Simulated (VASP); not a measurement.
Computed with PBE GGA, VASP's PBE PAW potentials (set 64) (plane waves; VASP).

A VASP calculation is set up with these files.

**INCAR**
```
ALGO = Normal
EDIFF = 1E-7
ENCUT = 520
GGA = PE
ISIF = 2
ISMEAR = -5
LASPH = .True.
LCHARG = .True.
LMAXMIX = 4
LORBIT = 11
LREAL = .False.
LWAVE = .False.
NEDOS = 601
NELM = 100
PREC = Accurate
SYSTEM = YN
```

### KPOINTS
```
Automatic mesh
0
Gamma
10 10 10
0 0 0
```

POSCAR:
```
YN
3.4682780
  0.0000000000   0.7071067226   0.7071067226
  0.7071067226   0.0000000000   0.7071067226
  0.7071067226   0.7071067226   0.0000000000
Y N
1 1
Direct
  0.0000000000   0.0000000000   0.0000000000
  0.5000000000   0.5000000000   0.5000000000
```

POTCAR, in this order: Y_sv N (PBE.64 set). Program: vasp_std.

What will the output report for the number of irreducible k-points (NKPTS), number of bands (NBANDS), largest plane-wave count, number of space-group operations, FFT grid (NGX, NGY, NGZ)?

The number of irreducible k-points (NKPTS) comes out as 47, the number of bands (NBANDS) is 12 and the largest plane-wave count comes out as 821. The number of space-group operations comes out as 48 and the FFT grid (NGX, NGY, NGZ) comes out as 28 × 28 × 28.

The compound is YN in the rock salt structure. It was relaxed first.
